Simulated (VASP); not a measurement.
All values below come from PBE GGA, VASP's PBE PAW potentials (set 64) (plane waves; VASP).

A VASP calculation is set up with these files.

**POSCAR**
```
Cd
3.03960
  0.5000000000  -0.8660254639   0.0000000000
  0.5000000000   0.8660254639   0.0000000000
  0.0000000000   0.0000000000   1.8859060403
Cd
2
direct
  0.3333330000   0.6666670000   0.2500000000
  0.6666670000   0.3333330000   0.7500000000
```

INCAR:
```
SYSTEM = Cd
PREC = Low
ENCUT = 400
EDIFF = 1E-6
NELM = 100
ALGO = Normal
LREAL = .FALSE.
LASPH = .TRUE.
ISMEAR = 1
SIGMA = 0.1
GGA = PE
LMAXMIX = 4
LWAVE = .FALSE.
LCHARG = .FALSE.
ISIF = 2
```

### KPOINTS
```
Automatic mesh
0
Gamma
12 12 6
0 0 0
```

POTCAR, in this order: Cd (PBE.64 set). Program: vasp_std.

Output

### OSZICAR
```
       N       E                     dE             d eps       ncg     rms          rms(c)
DAV:   1     0.141762471834E+03    0.14176E+03   -0.11581E+04  2448   0.122E+03
DAV:   2     0.127490579667E+01   -0.14049E+03   -0.13794E+03  2536   0.341E+02
DAV:   3    -0.157576830279E+01   -0.28507E+01   -0.28476E+01  2928   0.580E+01
DAV:   4    -0.157888127482E+01   -0.31130E-02   -0.31129E-02  2904   0.167E+00
DAV:   5    -0.157889025510E+01   -0.89803E-05   -0.89799E-05  2896   0.818E-02    0.394E+00
DAV:   6    -0.149502214736E+01    0.83868E-01   -0.25793E-01  2616   0.638E+00    0.322E+00
DAV:   7    -0.149149155516E+01    0.35306E-02   -0.26812E-02  2760   0.164E+00    0.158E+00
DAV:   8    -0.149200396786E+01   -0.51241E-03   -0.31716E-03  2624   0.796E-01    0.870E-02
DAV:   9    -0.149205877924E+01   -0.54811E-04   -0.29487E-05  3144   0.604E-02    0.308E-02
DAV:  10    -0.149209500672E+01   -0.36227E-04   -0.32507E-05  2656   0.659E-02    0.278E-03
DAV:  11    -0.149209526889E+01   -0.26217E-06   -0.24241E-08  1816   0.171E-03
   1 F= -.14920953E+01 E0= -.14923259E+01  d E =0.691951E-03
```

### OUTCAR
```
------------------------ aborting loop because EDIFF is reached ----------------------------------------
  FORCE on cell =-STRESS in cart. coord.  units (eV):
  Direction    XX          YY          ZZ          XY          YZ          ZX
  --------------------------------------------------------------------------------------
  Total       -0.5055289     -0.5055290      0.1560004      0.0000000     -0.0000000      0.0000000
  in kB      -17.6586119    -17.6586144      5.4492450      0.0000000     -0.0000000      0.0000000
  external PRESSURE =      -9.9559938 kB  Pullay stress =       0.0000000 kB
  volume of cell :       45.87
      direct lattice vectors                 reciprocal lattice vectors
     1.519800000 -2.632371000  0.000000000     0.328990657 -0.189942831  0.000000000
     1.519800000  2.632371000  0.000000000     0.328990657  0.189942831  0.000000000
     0.000000000  0.000000000  5.732400000     0.000000000  0.000000000  0.174447003
 POSITION                                       TOTAL-FORCE (eV/Angst)
 -----------------------------------------------------------------------------------
      1.51980      0.87746      1.43310        -0.000000      0.000000      0.000000
      1.51980     -0.87746      4.29930         0.000000     -0.000000      0.000000
 -----------------------------------------------------------------------------------
    total drift:                                0.000013      0.000207      0.000002
  FREE ENERGIE OF THE ION-ELECTRON SYSTEM (eV)
  ---------------------------------------------------
  free  energy   TOTEN  =        -1.4920952689 eV

  energy  without entropy=       -1.4927872194  energy(sigma->0) =       -1.49232592
```
(Selected blocks of OUTCAR.)

The compound is Cd in the hcp structure. The cell was not relaxed at this level. The run is one of a series of settings (PREC = Low against the base run), some of them coarse on purpose.
